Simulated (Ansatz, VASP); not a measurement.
# AlAu2 (Au-Al-Au stack, (111) layers): VASP beside Ansatz

Aim: how closely do two programs agree when they are given the same cell, functional and k mesh? The cell is taken from a series of runs on this material, whose earlier steps may have relaxed, scaled, displaced or heated it; both programs get it as it stands.

Main program and level: Ansatz 0.2.0; plane waves, with VASP 6.6.1 beside it; LDA.

### 1. Set-up

The cell holds 3 atoms: 2 Au and 1 Al. Its edges and angles: a = 2.957 Å, b = 2.957 Å, c = 33.153 Å, α = 90.0°, β = 90.0°, γ = 120.0°. It derives from AlAu2. Vacuum lies along c.

### 2. Ansatz: zone-centre phonons, LDA

Ansatz runs on its default PAW (the set named soft_2) files.

Second derivatives magnify differences that forces hide, and they need a tight electronic threshold.

input.yaml

```yaml
crystal:
  lattice:
    - [2.9570459928, 0.0, 0.0]
    - [-1.4785229964, 2.5608769499, 0.0]
    - [0.0, 0.0, 33.1530758754]
  atoms:
    - { symbol: Au, position: [0.0, 0.0, 0.178481585] }
    - { symbol: Al, position: [0.3333333333, 0.6666666667, 0.2364266299] }
    - { symbol: Au, position: [0.6666666667, 0.3333333333, 0.2943716748] }
  periodic: [true, true, false]
kpoints:
  mp_grid: { grid: [6, 6, 1] }
hamiltonian:
  xc: lda
scf:
  occupations: { method: methfessel_paxton, width: 0.2 }
output:
  eigenvalues: true
phonons:
  method: dfpt
  qmesh: [2, 2, 1]
  temperatures: { t_max: 1000, t_step: 50 }
  qpath:
    path:
      - [0.0, 0.0, 0.0]
      - [0.5, 0.0, 0.0]
      - [0.33333333, 0.33333333, 0.0]
      - [0.0, 0.0, 0.0]
    npoints: 10
```

Command:

```
> ansatz run input.yaml --threads 4 --pin off --max-ram 16384MiB --backend cpu --events-out ev --progress --plain --runs-dir out
```

Numbers of over 12 decimals in the logs are rounded to 6 here.

What it wrote:

```text
Warning: crystal.symmetry: narrowed to the stabiliser of the run's FFT grids — unitary ops 12 → 6. A phonons.method: dfpt run fills in the rows of the dynamical matrix that it does not solve by its symmetry operations, which is exact only for operations that map its FFT grids onto themselves: filled in by any other, the frequencies could depend on the order in which like atoms are typed, or, by more than the grids' own error, on where the crystal sits among the grids' points. Excluded: 6 operations. The run can therefore solve more perturbations, solve them on more k-points, or both, and cost more. [rest of the remark cut]
Engine: ansatz 0.2.0, aarch64-unknown-linux-gnu
Pseudopotentials: kind: paw
Pseudopotential: Au, paw, valence charge 19, recommended cutoff 420 eV (normal), Au.paw.azcp
Pseudopotential: Al, paw, valence charge 3, recommended cutoff 420 eV (normal), Al.paw.azcp
Functional definition: SPW92
  exchange = slater_x
  correlation = pw_c
Crystal: 3 atoms, lattice volume = 251.056 Å³
Basis set: ecut = 420 eV, 4791 PW (Γ), exchange–correlation on 40×40×450 points (8 copies of the dense FFT grid, shifted against one another)
Bands: 25, of which v1, the nominal top of the filled ones, is band 21 counted from 1 (20 counted from 0)
Symmetry: 12 space group operations
k-points: 7 of 36 (irreducible under 6 space group operations, time reversal used)
Non-local potential: Au, projectors of the file, l = 0: 3, l = 1: 2, l = 2: 2, l = 3: 1
Non-local potential: Al, projectors of the file, l = 0: 2, l = 1: 2, l = 2: 1
PAW form: soft (Blöchl's): semilocal exchange-correlation on the pseudo side does not see the compensation charge
PAW frozen core: Au, regenerated for the run's functional, and the local potential with it (the file was generated under x = pbe(κ = 0.804, μ = 0.219515), c = pbe(β = 0.066725))
PAW frozen core: Al, regenerated for the run's functional, and the local potential with it (the file was generated under x = pbe(κ = 0.804, μ = 0.219515), c = pbe(β = 0.066725))
PAW one-centre angular grid: Au, 590 points (default); XC on 64 Gauss nodes
PAW one-centre angular grid: Al, 110 points (default); XC on 64 Gauss nodes
Initial density: superposition of atomic densities (neutral atoms: chi_scale 0, normalization atom), corrected by the library's trained network
Initial wavefunctions: pseudopotential atomic-orbital guess
Functional: x = slater, c = lda
SCF iter   1: F=—  HF=-26242.338085 eV  |F-HF|=—  |Δ(HF+E_count)|=         —  Δρ=3.92e-3  dr2=3.56e-2  ethr=1.77e-3  ⟨swp⟩=14.1  Hψ=1485  notcnv=0
preconditioner: auto → LDOS  [insulator: Δε(μ)=0.354 eV  Ē_g=8.380 eV  σ=0.200 eV  W_gap=0.98  n_scr=20 (ndim 8)  ℏωp=11.7 eV  f_vac=0.759  D(μ)=1.74/eV (n_scr^D=10)  ε∞_Penn≈3.0  β→1.0]
SCF iter   2: F=—  HF=-26242.331262 eV  |F-HF|=—  |Δ(HF+E_count)|=   6.82e-3  S|Δr|=    0.00e0  Δρ=1.86e-3  dr2=3.51e-2  ethr=8.68e-5  ⟨swp⟩=3.4  Hψ=475  notcnv=0
SCF iter   3: F=—  HF=-26242.326652 eV  |F-HF|=—  |Δ(HF+E_count)|=   4.61e-3  S|Δr|=    0.00e0  Δρ=6.81e-4  dr2=2.58e-3  ethr=8.55e-5  ⟨swp⟩=2.4  Hψ=272  notcnv=0
SCF iter   4: F=—  HF=-26242.326347 eV  |F-HF|=—  |Δ(HF+E_count)|=   3.05e-4  S|Δr|=    0.00e0  Δρ=3.38e-4  dr2=1.22e-3  ethr=6.29e-6  ⟨swp⟩=3.7  Hψ=438  notcnv=0
SCF iter   5: F=—  HF=-26242.326164 eV  |F-HF|=—  |Δ(HF+E_count)|=   1.82e-4  S|Δr|=    0.00e0  Δρ=1.09e-4  dr2=2.89e-5  ethr=2.98e-6  ⟨swp⟩=2.4  Hψ=286  notcnv=0
SCF iter   6: F=—  HF=-26242.326177 eV  |F-HF|=—  |Δ(HF+E_count)|=   1.28e-5  S|Δr|=    0.00e0  Δρ=2.32e-5  dr2=1.22e-6  ethr=7.04e-8  ⟨swp⟩=3.6  Hψ=438  notcnv=0
SCF iter   7: F=—  HF=-26242.326147 eV  |F-HF|=—  |Δ(HF+E_count)|=   3.07e-5  S|Δr|=    0.00e0  Δρ=4.84e-6  dr2=1.08e-7  ethr=2.99e-9  ⟨swp⟩=4.0  Hψ=449  notcnv=0
SCF iter   8: F=—  HF=-26242.326147 eV  |F-HF|=—  |Δ(HF+E_count)|=   1.36e-7  S|Δr|=    0.00e0  Δρ=1.98e-6  dr2=1.36e-8  ethr=2.63e-10  ⟨swp⟩=3.3  Hψ=351  notcnv=0
SCF iter   9: F=—  HF=-26242.326147 eV  |F-HF|=—  |Δ(HF+E_count)|=   1.19e-8  S|Δr|=    0.00e0  Δρ=2.54e-7  dr2=3.77e-10  ethr=3.31e-11  ⟨swp⟩=4.0  Hψ=451  notcnv=0
iter 10 met the thresholds in force, and the SCF goes on: an eigenvalue changes by 1.07 meV, over its tolerance of 1.01 meV (output.eigenvalues, Limitations)
SCF iter  10: F=-26242.326147 eV  HF=-26242.326147 eV  |F-HF|=4.91e-10  |Δ(HF+E_count)|=   2.19e-9  S|Δr|=    0.00e0  Δρ=5.91e-8  dr2=7.41e-12  ethr=1.00e-12  ⟨swp⟩=15.1  Hψ=1838  notcnv=0
SCF iter  11: F=-26242.326147 eV  HF=-26242.326147 eV  |F-HF|=2.91e-11  |Δ(HF+E_count)|=  5.13e-10  S|Δr|=    0.00e0  Δρ=9.36e-9  dr2=1.89e-13  ethr=1.00e-12  ⟨swp⟩=9.0  Hψ=1176  notcnv=0
SCF 1 converged in 11 iterations: F = -26242.326147 eV  dr2 = 1.89e-13
  greatest PAW one-centre occupation: 1.002 electrons in one spin orbital (limit 2), on the Au atom at site 2 (counted from 0), in its partial waves of l = 0
phonons: the bands overlap, so this run is a metal and interpolates without the dipole-dipole term. If the crystal is really an insulator or semiconductor, its LO-TO splitting is missing
NSCF: frozen V_eff on 7 k-points
NSCF: frozen V_eff on 13 k-points
DFPT response loops at q = (0, 0, 0) (fractional): preconditioner auto → none (partly filled bands, converged f_vac=0.757); β = 0.50; Broyden in place of MSR1
NSCF: frozen V_eff on 26 k-points
DFPT response loops at q = (0, -0.5, 0) (fractional): mixed as the last ones told, above
SCF converged after 11 iterations
Stability not checked: this state was not tested for a lower state beside it, because cold or Methfessel-Paxton smearing, or corrected tetrahedra, fill the levels in a way that the test cannot read (fill_not_monotonic; see scf.lower_state_search)
an eigenvalue changed by more than its tolerance at an iteration that met the thresholds in force, so the SCF went on 1 time: the last check found none over its tolerance
Free energy (F): -26242.326147 eV
Harris-Foulkes:  -26242.326147 eV  (|F-HF|=2.91e-11)
Internal energy: -26242.331848 eV  (E = F + TS)
E sigma→0 (E₀):  -26242.327572 eV
Entropy (-TS):   0.005702 eV (1.901 meV/atom)
Fermi energy:    -5.078713 eV
--- Per-component energies (eV) ---
  E_band       = -1442.026424
  E_kinetic    = 1235.733714
  E_local      = -127261.284756  (includes V_loc(G=0)·N_el)
  E_nonlocal   = 170.282921
  E_hartree    = 62865.750397
  E_xc         = -493.652772
  E_vxc        = -580.488323  (∫ρ·V_xc dr)
  E_paw        = -19289.333772  (= ΣΔE_a)
  E_vpaw       = -737.773333  (= ΣTr[D̂ρ^β])
  E_aug_tail   = 0.002562  (compensation charges beyond the density's cutoff)
  E_ewald      = 56529.068707
  E_core_change = 1.101152  (= ΣΔE_core)
  E_smearing   = 0.005702  (= −TS)
  E_closure    = 0.000000  (closes the sum)
  Σ components = -26242.326147   (vs F -26242.326147, Δ=0.00e0)
--- Band table (eV; the first three rows and the last of 7) ---
  k-point 0: bands = [... 17 lower, -8.9107, -8.8241, -8.8241, -7.4058, -5.2885, -0.6138 (-0.6152°), -0.1850, 0.4906]
  k-point 1: bands = [... 17 lower, -9.4439, -9.0251, -8.9166, -6.5253, -4.1025, -0.0653 (-0.0662°), 0.4688, 1.0966]
  k-point 2: bands = [... 17 lower, -8.8467, -8.3256, -8.3235, -4.9479, -3.4784, -1.1312, 0.7822, 1.5813]
  k-point 6: bands = [... 17 lower, -9.7021, -5.8398, -5.8398, -4.2642, -2.3979, -2.3979, -1.6936, 0.3425]
  ° read free of the cell's end (the report's vacuum.weakly_bound_levels)
--- Phonons (Γ-DFPT): 6 representative perturbations + reference (Σ response iterations 30) ---
  ASR residual: 2.226e-5 → 0.000e0 eV/Å²; symmetrization residual: 1.569e-5 eV/Å²
  The last average, over the group as it would stand without the narrowing to the FFT grids, took up to 3.637e-6 eV/Å² of the zone centre's force constants
  ASR residual per site (eV/Å²): 1.01e-5 2.23e-5 4.14e-6
  Γ frequencies (cm⁻¹): 0.00 0.00 0.00 48.54 48.54 91.95 184.57 184.57 371.15
--- Phonons (arbitrary-q DFPT): 2 irreducible q on the 2×2×1 mesh ---
  q = [0.0000, 0.0000, 0.0000] (star 1, of the zone-centre solve; hermiticity 2.45e-6, symmetrization 2.99e-12, taken by the last average 2.84e-7): -0.00 -0.00 -0.00 48.54 48.54 91.95 184.57 184.57 371.15
  q = [0.0000, -0.5000, 0.0000] (star 3, 9 solved perturbations on 13 of 36 k-point pairs; hermiticity 1.47e-5, symmetrization 9.03e-6, taken by the last average 3.52e-7): 45.64 54.46 59.20 76.90 80.92 112.15 216.14 292.88 311.04
  sum rule: each row above includes the acoustic sum rule's correction from the zone centre's row sums; it moved no ω² by more than (0.47 cm⁻¹)²
  mesh force constants: q→R imaginary residual 2.06e-17; ASR residual 2.226e-5 → 0.000e0 eV/Å²; symmetrization residual 5.329e-15 eV/Å²
  interpolated dispersion: 31 rows × 9 modes
  density of states and harmonic sums: on the 24×24×1 q-mesh, interpolated from the force constants of a 2×2×1 supercell (no non-analytic term)
  largest difference from the sums on the solved wave vectors: F 1.52e-1 eV, S 2.00e-4 and C_V 4.80e-5 eV/K
  zero-point energy: 0.073870 eV/cell   skipped modes (ω ≤ 0): 16, of them read as no rigid motion or as one in doubt: 13 (1.875e-1 modes/cell left out, lowest -17.95 cm⁻¹)   left out of the sums: 2.14e-2 of the cell's modes: C_V's classical limit lies that fraction below 3 k_B per atom; for a crystal, a wire or a layer, F and S can be off by more, and a phonons.interpolated_qmesh denser along its periods is the remedy for the sampling
```

Reading the cycles: dr2 is the Hartree energy of the density residual (eV), the measure of convergence; HF is the Harris–Foulkes estimate of the energy, which meets the free energy F at convergence.

(Continued in part 2 of 2.)

[Lines on the potential files, build, host, timing and source positions are cut from VASP's logs without a mark.]

[Logs are printed without paths, hosts, clocks, repeated set-up lines and the standing remarks that a program may print on its own settings, such as how far it seeks lower states.]

[Hosts, paths, dates, database ids (printed as entryN), source tags and the programs' standing remarks are cut or masked in the printed files.]
